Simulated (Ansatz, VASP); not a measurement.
# Cross-check of SiIrO4 between VASP and Ansatz

Aim: how closely do two programs agree when they are given the same cell, functional and k mesh? The structure shown is frame 19 of Ansatz's trajectory.

Program: Ansatz 0.2.0. Level of theory: plane waves, with VASP 6.6.1 beside it; single point at PBE. Results are calculated unless marked as measured.

### 1. Starting point

The cell holds 96 atoms: 16 Si, 64 O and 16 Ir. Cell: a = 8.677 Å, b = 8.677 Å, c = 11.638 Å, α = 90.0°, β = 90.0°, γ = 90.0°. It derives from IrO2 (rutile), repeated 2×2×4. As first built, before any earlier steps moved the atoms (in the runner's words): rutile IrO2, 2 x 2 x 4 conventional cells, 16 of 32 Ir sites given to Si at random (x = 0.500), lattice by Vegard's rule (cell 4.338, 4.338, 2.909, 90, 90, 90); every coordinate displaced by a Gaussian of 0.07 A.

### 2. Ansatz: dynamics, PBE

Ansatz runs on its default PAW (the set named soft_2) files.

One frame of this run of dynamics is then solved in both programs, so the motion causes no difference.

Input file input.yaml:

```yaml
crystal:
  lattice:
    - [8.677, 0.0, 0.0]
    - [0.0, 8.677, 0.0]
    - [0.0, 0.0, 11.638]
  atoms:
    - { symbol: Si, position: [0.01703, 0.01709, 0.0029] }
    - { symbol: Si, position: [0.24927, 0.24694, 0.12538] }
    - { symbol: O, position: [0.1461, 0.1445, 0.98858] }
    - { symbol: O, position: [0.33617, 0.35729, 0.00601] }
    - { symbol: O, position: [0.10523, 0.40739, 0.13225] }
    - { symbol: O, position: [0.40602, 0.09794, 0.1297] }
    - { symbol: Ir, position: [0.00011, 0.00457, 0.25321] }
    - { symbol: Ir, position: [0.25419, 0.2426, 0.36587] }
    - { symbol: O, position: [0.15076, 0.15143, 0.25637] }
    - { symbol: O, position: [0.33459, 0.3354, 0.24583] }
    - { symbol: O, position: [0.08295, 0.39362, 0.37003] }
    - { symbol: O, position: [0.40763, 0.08793, 0.38128] }
    - { symbol: Ir, position: [0.98764, 0.99494, 0.50401] }
    - { symbol: Ir, position: [0.25508, 0.23637, 0.63019] }
    - { symbol: O, position: [0.14031, 0.13965, 0.51126] }
    - { symbol: O, position: [0.34553, 0.3634, 0.51156] }
    - { symbol: O, position: [0.08661, 0.41404, 0.62254] }
    - { symbol: O, position: [0.40047, 0.09558, 0.61864] }
    - { symbol: Si, position: [0.01121, 0.00885, 0.75087] }
    - { symbol: Ir, position: [0.2578, 0.2304, 0.87313] }
    - { symbol: O, position: [0.15098, 0.15143, 0.74901] }
    - { symbol: O, position: [0.33739, 0.34666, 0.75512] }
    - { symbol: O, position: [0.10341, 0.38802, 0.86637] }
    - { symbol: O, position: [0.40672, 0.08413, 0.88183] }
    - { symbol: Si, position: [0.99547, 0.49074, 0.00095] }
    - { symbol: Si, position: [0.26289, 0.73475, 0.11733] }
    - { symbol: O, position: [0.15817, 0.66147, 0.00355] }
    - { symbol: O, position: [0.35141, 0.84604, 0.00407] }
    - { symbol: O, position: [0.08516, 0.91308, 0.11858] }
    - { symbol: O, position: [0.41048, 0.60265, 0.12144] }
[... 60 atom lines left out ...]
    - { symbol: Si, position: [0.48883, 0.50265, 0.747] }
    - { symbol: Ir, position: [0.74807, 0.75301, 0.87714] }
    - { symbol: O, position: [0.64941, 0.64503, 0.76015] }
    - { symbol: O, position: [0.84334, 0.84626, 0.74711] }
    - { symbol: O, position: [0.61056, 0.91294, 0.88572] }
    - { symbol: O, position: [0.91492, 0.59931, 0.88166] }
kpoints:
  mp_grid: { grid: [1, 1, 1] }
hamiltonian:
  xc: pbe
scf:
  occupations: { method: gaussian, width: 0.025 }
output:
  forces: true
md:
  timestep: 1.0
  n_steps: 58
  ensemble: nvt_langevin
  temperature: 600
  initial_velocities: maxwell_boltzmann
  seed: 9053
```

The run is started by

```console
ansatz run input.yaml --threads 8 --pin off --max-ram 15872MiB --backend cpu --events-out ev --progress --plain --runs-dir out
```

Numbers of over 12 decimals in the logs are rounded to 6 here.

What it wrote:

```text
Warning: md: disabling space-group detection — thermal motion breaks the input geometry's symmetry, so no spatial operation reduces the k-mesh or symmetrises the density; time reversal is kept, so that k and −k are solved as one point where they differ and the mesh holds both, and exact exchange and, on two spinor components, a DFT+U term hold to it where the run has them: on two components no moment then forms, and  [...]
Engine: ansatz 0.2.0, x86_64-unknown-linux-gnu
Pseudopotentials: kind: paw
Pseudopotential: Si, paw, valence charge 4, recommended cutoff 420 eV (normal), Si.paw.azcp
Pseudopotential: O, paw, valence charge 6, recommended cutoff 420 eV (normal), O.paw.azcp
Pseudopotential: Ir, paw, valence charge 17, recommended cutoff 420 eV (normal), Ir.paw.azcp
Functional definition: PBE
  parameter kappa = 0.804
  parameter beta = 0.066725
  exchange = pbe_x(kappa = kappa, mu = beta*pi^2/3)
  correlation = pbe_c(beta = beta)
Crystal: 96 atoms, lattice volume = 876.229 Å³
Basis set: ecut = 420 eV, 17215 PW (Γ), exchange–correlation on 120×120×160 points (8 copies of the dense FFT grid, shifted against one another)
Bands: 456, of which v1, the nominal top of the filled ones, is band 360 counted from 1 (359 counted from 0)
Symmetry: 1 space group operations
k-points: 1
Non-local potential: Si, projectors of the file, l = 0: 2, l = 1: 2, l = 2: 2
Non-local potential: O, projectors of the file, l = 0: 2, l = 1: 2, l = 2: 1
Non-local potential: Ir, projectors of the file, l = 0: 3, l = 1: 2, l = 2: 2, l = 3: 1
PAW form: soft (Blöchl's): semilocal exchange-correlation on the pseudo side does not see the compensation charge
PAW one-centre angular grid: Si, 110 points (default); XC on 64 Gauss nodes
PAW one-centre angular grid: O, 110 points (default); XC on 64 Gauss nodes
PAW one-centre angular grid: Ir, 590 points (default); XC on 64 Gauss nodes
Initial density: superposition of atomic densities (neutral atoms: chi_scale 0, normalization atom), corrected by the library's trained network
Initial wavefunctions: pseudopotential atomic-orbital guess
Functional: x = pbe(κ = 0.804, μ = 0.219515), c = pbe(β = 0.066725)
SCF iter   1: F=—  HF=-237411.235002 eV  |F-HF|=—  |Δ(HF+E_count)|=         —  Δρ=1.59e-2  dr2=5.35e0  ethr=1.77e-3  ⟨swp⟩=6.0  Hψ=1878  notcnv=0  defer=9
preconditioner: auto → Resta (q_TF=auto, 2.640 Å⁻¹)  ε∞=5.4  [insulator: Δε(μ)=0.077 eV  Ē_g=14.469 eV  σ=0.025 eV  W_gap=0.97  n_scr=268 (ndim 8)  ℏωp=30.5 eV  f_vac=0.001  D(μ)=8.76/eV (n_scr^D=36)  ε∞_Penn≈5.4]
SCF iter   2: F=—  HF=-237410.909645 eV  |F-HF|=—  |Δ(HF+E_count)|=   3.25e-1  Δρ=6.61e-3  dr2=9.51e-1  ethr=7.43e-4  ⟨swp⟩=1.0  Hψ=525  notcnv=0  defer=36
SCF iter   3: F=—  HF=-237410.827605 eV  |F-HF|=—  |Δ(HF+E_count)|=   8.20e-2  Δρ=3.40e-3  dr2=1.41e-1  ethr=1.32e-4  ⟨swp⟩=2.0  Hψ=416  notcnv=0  defer=88
SCF iter   4: F=—  HF=-237410.817888 eV  |F-HF|=—  |Δ(HF+E_count)|=   9.72e-3  Δρ=2.36e-3  dr2=7.61e-2  ethr=1.96e-5  ⟨swp⟩=1.0  Hψ=368  notcnv=0  defer=88
SCF iter   5: F=—  HF=-237410.814760 eV  |F-HF|=—  |Δ(HF+E_count)|=   3.13e-3  Δρ=6.36e-4  dr2=4.34e-3  ethr=1.06e-5  ⟨swp⟩=1.0  Hψ=368  notcnv=0  defer=88
SCF iter   6: F=—  HF=-237410.814262 eV  |F-HF|=—  |Δ(HF+E_count)|=   4.98e-4  Δρ=3.76e-4  dr2=3.01e-3  ethr=6.03e-7  ⟨swp⟩=2.0  Hψ=552  notcnv=0  defer=88
SCF iter   7: F=—  HF=-237410.814126 eV  |F-HF|=—  |Δ(HF+E_count)|=   1.37e-4  Δρ=1.65e-4  dr2=6.58e-4  ethr=4.18e-7  ⟨swp⟩=1.0  Hψ=368  notcnv=0  defer=88
SCF iter   8: F=—  HF=-237410.814159 eV  |F-HF|=—  |Δ(HF+E_count)|=   3.34e-5  Δρ=7.95e-5  dr2=1.57e-4  ethr=9.14e-8  ⟨swp⟩=1.0  Hψ=368  notcnv=0  defer=88
SCF iter   9: F=—  HF=-237410.814142 eV  |F-HF|=—  |Δ(HF+E_count)|=   1.66e-5  Δρ=2.84e-5  dr2=2.00e-5  ethr=2.18e-8  ⟨swp⟩=1.0  Hψ=368  notcnv=0  defer=88
SCF iter  10: F=—  HF=-237410.813894 eV  |F-HF|=—  |Δ(HF+E_count)|=   2.49e-4  Δρ=1.42e-5  dr2=4.31e-6  ethr=2.78e-9  ⟨swp⟩=1.0  Hψ=368  notcnv=0  defer=88
SCF iter  11: F=—  HF=-237410.813893 eV  |F-HF|=—  |Δ(HF+E_count)|=   1.05e-7  Δρ=5.59e-6  dr2=7.39e-7  ethr=5.98e-10  ⟨swp⟩=1.0  Hψ=368  notcnv=0  defer=88
SCF iter  12: F=-237410.813893 eV  HF=-237410.813893 eV  |F-HF|=1.29e-8  |Δ(HF+E_count)|=   2.77e-8  Δρ=1.68e-6  dr2=2.18e-8  ethr=1.33e-11  ⟨swp⟩=3.0  Hψ=1418  notcnv=0
SCF 1 converged in 12 iterations: F = -237410.813893 eV  dr2 = 2.18e-8
  greatest PAW one-centre occupation: 1.000 electrons in one spin orbital (limit 2), on the Ir atom at site 60 (counted from 0), in its partial waves of l = 1
[...]
md step    50: t =    50.00 fs  T =  1204.0 K  F+E_penalty+E_count = -237429.13911299 eV  E_kin = 14.940372 eV  (10 SCF iters)
md step    51: t =    51.00 fs  T =  1196.6 K  F+E_penalty+E_count = -237429.22417133 eV  E_kin = 14.849065 eV  (8 SCF iters)
md step    52: t =    52.00 fs  T =  1200.7 K  F+E_penalty+E_count = -237429.39493862 eV  E_kin = 14.899330 eV  (9 SCF iters)
md step    53: t =    53.00 fs  T =  1200.1 K  F+E_penalty+E_count = -237429.62622380 eV  E_kin = 14.891920 eV  (8 SCF iters)
md step    54: t =    54.00 fs  T =  1194.7 K  F+E_penalty+E_count = -237429.92102212 eV  E_kin = 14.824406 eV  (9 SCF iters)
md step    55: t =    55.00 fs  T =  1219.7 K  F+E_penalty+E_count = -237430.27314434 eV  E_kin = 15.135812 eV  (8 SCF iters)
md step    56: t =    56.00 fs  T =  1208.3 K  F+E_penalty+E_count = -237430.66256626 eV  E_kin = 14.993820 eV  (8 SCF iters)
md step    57: t =    57.00 fs  T =  1220.8 K  F+E_penalty+E_count = -237431.05690149 eV  E_kin = 15.149404 eV  (8 SCF iters)
[...]
md step    58: t =    58.00 fs  T =  1251.9 K  F+E_penalty+E_count = -237431.43468354 eV  E_kin = 15.535286 eV  (10 SCF iters)
SCF converged after 10 iterations
Free energy (F): -237431.434684 eV
Harris-Foulkes:  -237431.434684 eV  (|F-HF|=2.06e-8)
Internal energy: -237431.412952 eV  (E = F + TS)
E sigma→0 (E₀):  -237431.423818 eV
Entropy (-TS):   -0.021732 eV (-0.226 meV/atom)
Fermi energy:    13.437658 eV
--- Per-component energies (eV) ---
  E_band       = -3106.791562
  E_kinetic    = 22107.298576
  E_local      = -50541.287946  (includes V_loc(G=0)·N_el)
  E_nonlocal   = 4623.321104
  E_hartree    = 19194.463761
  E_xc         = -9912.832044
  E_vxc        = -11611.202379  (∫ρ·V_xc dr)
  E_paw        = -165931.922811  (= ΣΔE_a)
  E_vpaw       = -6074.009884  (= ΣTr[D̂ρ^β])
  E_aug_tail   = 0.161466  (compensation charges beyond the density's cutoff)
  E_ewald      = -56970.615058
  E_smearing   = -0.021732  (= −TS)
  E_closure    = -0.000000  (closes the sum)
  Σ components = -237431.434684   (vs F -237431.434684, Δ=0.00e0)
--- Forces (eV/Å), atoms counted from 1 ---
  atom   1  Si     1.66444838     0.37480315    -1.59124581
  atom   2  Si    -2.85257895    -0.37357684     2.78007002
  atom   3  O     -1.29236774    -1.13508695     2.45859347
  atom   4  O      2.03034363     3.12821785    -1.45391732
  atom   5  O     -0.65171997    -0.08785678    -1.26539608
  atom   6  O      2.96026073    -2.46793636     0.02017953
  atom   7  Ir     1.47750350     0.13819955     2.63060666
  atom   8  Ir     2.76223623    -0.74437797     2.71938038
  atom   9  O      0.72004131     0.48489926    -3.16007530
  atom  10  O     -1.34583037    -1.66173462     0.27611675
  atom  11  O      0.14269202    -1.81167995     1.43335187
  atom  12  O     -0.89190672    -0.02262481    -2.74659808
  atom  13  Ir     0.35754443     0.60440963    -3.59748406
  atom  14  Ir     3.26079379    -5.69962289    -0.87107450
  atom  15  O     -1.77947670    -0.89734836     0.02976510
  atom  16  O      1.16460455     2.30520796     0.75641122
  atom  17  O     -3.42801073     4.23243644    -1.36085967
  atom  18  O     -1.41772102     0.07623000     2.44946243
  atom  19  Si     0.94351223     0.08349506    -1.82114149
  atom  20  Ir    -0.27555452    -2.87206111     0.61611146
  atom  21  O      0.41454344     1.81337165     0.16662462
  atom  22  O      2.40429541     2.08493901    -1.05851925
  atom  23  O      1.28757206    -1.63805546     0.97813963
  atom  24  O     -0.70904824     2.92005795    -0.59617314
[...]
atom  89  O      0.21816205    -1.75439470     0.35221177
  atom  90  O     -0.23555795    -1.88554632     0.71794789
  atom  91  Si     1.36097334    -1.51051398     3.48458659
  atom  92  Ir    -0.65827400     2.30701208    -0.38160992
  atom  93  O     -1.19735650    -1.54112462    -1.43104208
  atom  94  O     -1.38129728     0.40584099     1.89196836
  atom  95  O      2.99007378    -2.33234087    -1.46602060
  atom  96  O     -1.74948515     1.91134037    -0.29628721
  max |Σ_I F_I| component: 7.87e-5 eV/Å
--- MD trajectory: 58 steps, t = 0.0 → 58.0 fs ---
  final state: T = 1251.9 K   F+E_penalty+E_count = -237431.43468354 eV   E_kin = 15.535286 eV
```

### 3. VASP: single point, PBE

The same cell, functional, mesh and smearing now go to VASP, with its own data sets.

Lines of VASP's logs that name or quote its potential files are left out, and so is its time.

Input file INCAR:

```
SYSTEM = SiIrO4
PREC = Accurate
ENCUT = 520
EDIFF = 1E-06
NELM = 120
ISMEAR = 0
SIGMA = 0.025
LREAL = Auto
ALGO = Normal
GGA = PE
NBANDS = 368
LASPH = .TRUE.
LORBIT = 11
LWAVE = .FALSE.
LCHARG = .FALSE.
ISIF = 2
GGA_COMPAT = .FALSE.
NCORE = 2
```

Input file POSCAR:

```
SiIrO4
1.0
    8.6770000000      0.0000000000      0.0000000000
    0.0000000000      8.6770000000      0.0000000000
    0.0000000000      0.0000000000     11.6380000000
Si O Ir
16 64 16
Direct
    0.9937536015      0.9917367754      0.0007475511
    0.2437593638      0.2495908724      0.1200206221
    0.0104644462      0.9831047597      0.7603626053
    0.0074449695      0.5054396681      0.0092112047
    0.2460873574      0.7449118359      0.1265423612
    0.0133341016      0.5090353809      0.2473620897
    0.2461680304      0.7506626714      0.3703471387
    0.2556067765      0.7545926011      0.8756229593
    0.5046329377      0.0033882678      0.0103454202
    0.5113172756      0.9867235220      0.2409090909
    0.5095424686      0.9937997004      0.7514693246
    0.7328454535      0.2584418578      0.8885031792
    0.7617955515      0.7458222888      0.1246520021
    0.7446582920      0.7342514694      0.3731568998
    0.7490261611      0.7513311052      0.6162656814
    0.5085052437      0.5042641466      0.7545454545
    0.1558603204      0.1338365795      0.0236724523
    0.3398294341      0.3252506627      0.0100360887
    0.1007375821      0.3978794514      0.1114194879
    0.3972110176      0.0958511006      0.1212923183
    0.1545119281      0.1600668434      0.2219625365
    0.3445084707      0.3459144866      0.2252878501
    0.0828857900      0.3958165264      0.3574841038
    0.3964734355      0.0988244785      0.3352466059
    0.1513656794      0.1579347701      0.4901013920
    0.3368330068      0.3409934309      0.4933665578
    0.1065345165      0.3867004725      0.6248754081
    0.4208021205      0.0895701279      0.6497422237
    0.1448426876      0.1198340440      0.7495360027
    0.3649072260      0.3764895701      0.7467606118
[... 60 atom lines left out ...]
    0.4983404402      0.0094041719      0.4950421035
    0.7466059698      0.2570127924      0.6283725726
    0.4982482425      0.5035265645      0.0062897405
    0.4976604817      0.4957243287      0.2505327376
    0.5042756713      0.4954246860      0.5021653205
    0.7557450732      0.7537051976      0.8769290256
```

Input file KPOINTS:

```
Automatic mesh
0
Gamma
1 1 1
0 0 0
```

PAW data sets: Si, O and Ir (PBE family, release 64).

The run is started by

```console
mpirun -np 8 vasp_gam
```

What it wrote:

```text
[banner, memory and clock lines left out]
running    8 mpi-ranks, on    1 nodes
[...]
LDA part: xc-table for (Slater+PW92), standard interpolation
 POSCAR, INCAR and KPOINTS ok, starting setup
[...]
entering main loop
       N       E                     dE             d eps       ncg     rms          rms(c)
DAV:   1     0.871220256481E+04    0.87122E+04   -0.33435E+05   736   0.172E+03
DAV:   2     0.711797848623E+03   -0.80004E+04   -0.73848E+04   752   0.492E+02
DAV:   3    -0.696066877602E+03   -0.14079E+04   -0.12971E+04   928   0.225E+02
DAV:   4    -0.799064517844E+03   -0.10300E+03   -0.99173E+02   936   0.616E+01
[...]
DAV:  28    -0.676778485759E+03    0.40656E-05   -0.20148E-05   992   0.153E-02    0.252E-02
DAV:  29    -0.676778484355E+03    0.14040E-05   -0.62768E-06   680   0.108E-02    0.141E-02
DAV:  30    -0.676778483451E+03    0.90421E-06   -0.21210E-06   432   0.674E-03
   1 F= -.67677848E+03 E0= -.67676848E+03  d E =-.199996E-01
```

From OUTCAR (step 3):

```text
  Total      114.4236290    113.9825377     84.4979565    -14.6745988     -3.5239208      4.0532708
  in kB      209.2226759    208.4161440    154.5038268    -26.8323846     -6.4434606      7.4113727
  external PRESSURE =     190.7142156 kB  Pullay stress =       0.0000000 kB

 POSITION                                       TOTAL-FORCE (eV/Angst)
 -----------------------------------------------------------------------------------
      8.62280      8.60530      0.00870         3.325739      1.249980      0.204208
      2.11510      2.16570      1.39680         0.594008     -0.200284     -1.105157
      0.09080      8.53040      8.84910        -3.048033      0.610470      1.717438
      0.06460      4.38570      0.10720         0.575949     -0.756830     -1.137500
      2.13530      6.46360      1.47270         0.458438      2.035341     -1.113165
      0.11570      4.41690      2.87880         0.442627      2.349137     -1.479235
      2.13600      6.51350      4.31010         1.519451      1.553558     -2.004051
      2.21790      6.54760     10.19050         0.982817      2.212109      2.268261
      4.37870      0.02940      0.12040        -2.182652     -1.181902     -2.271179
      4.43670      8.56180      2.80370        -3.338376     -1.572629      0.322839
      4.42130      8.62320      8.74560         1.746693      0.072044      1.581612
[...]
3.40900      5.37770      1.72440         0.274229      0.210696     -5.728345
      1.44870      5.68790      2.89650        -3.558527     -1.385650     -0.142910
[...]
-----------------------------------------------------------------------------------
    total drift:                                0.000559      0.026932     -0.020461

  FREE ENERGIE OF THE ION-ELECTRON SYSTEM (eV)
  ---------------------------------------------------
  free  energy   TOTEN  =      -676.7784834506 eV

  energy  without entropy=     -676.7584838286  energy(sigma->0) =     -676.76848364

[... 3 further parts left out ...]
[key lines of the parts left out:]
E-fermi :   7.4855
```

This run has no spin polarisation, so a moment on Ir, if there is one, isn't seen. The gap is under twice the smearing width, so the edge states are partly filled and the run can't tell a small gap from a semimetal.

### 4. Differences

Known differences besides the potentials themselves: the data sets hold 720 valence electrons in Ansatz (on its default PAW (the set named soft_2) files) and 592 in VASP; the cutoff is 420 eV in Ansatz and 520 eV in VASP (PREC = Accurate, projectors in real space). Total energies have different zeros and are not compared.

Forces on 7 of the 96 atoms, those with the largest forces and the largest differences (eV/Å; atoms numbered as in POSCAR):

| atom | Ansatz x, y, z | VASP x, y, z |
| --- | --- | --- |
| O27 | -5.440, 5.298, -0.685 | -5.753, 5.599, -0.676 |
| O32 | -4.519, 3.927, 2.601 | -4.452, 3.870, 2.611 |
| O54 | -6.078, -5.326, -1.304 | -6.066, -5.346, -1.287 |
| O57 | -4.061, -4.742, -3.098 | -4.364, -4.916, -3.234 |
| Ir82 | 0.742, 0.136, -9.891 | 0.750, 0.192, -10.295 |
| Ir84 | 4.457, -4.340, 1.845 | 4.814, -4.725, 2.090 |
| Ir92 | 1.546, -2.187, 12.492 | 1.639, -2.276, 13.144 |

The forces differ by 100 meV/Å r.m.s., which is 4.2 % of the r.m.s. force of 2.381 eV/Å (both taken over all components).

### 5. Summary of results

- r.m.s. force difference (single point, PBE): 4.2 % of the r.m.s. force

The r.m.s. force difference is 4.2 % of the r.m.s. force (single point, PBE), beyond the 3 % picked in this series as the mark of a large difference. The data sets hold unlike numbers of valence electrons (720 in Ansatz and 592 in VASP), so part of the differences comes from the potentials. What causes the difference of the single point, PBE pair stays open here. 2 further runs of this series are not shown here. Such differences can come from data sets, numerical settings and the points named under the comparisons, not from the functional's error against experiment.

[Lines on the potential files, build, host, timing and source positions are cut from VASP's logs without a mark.]

[Logs are printed without paths, hosts, clocks, repeated set-up lines and the standing remarks that a program may print on its own settings, such as how far it seeks lower states.]

[Hosts, paths, dates, database ids (printed as entryN), source tags and the programs' standing remarks are cut or masked in the printed files.]
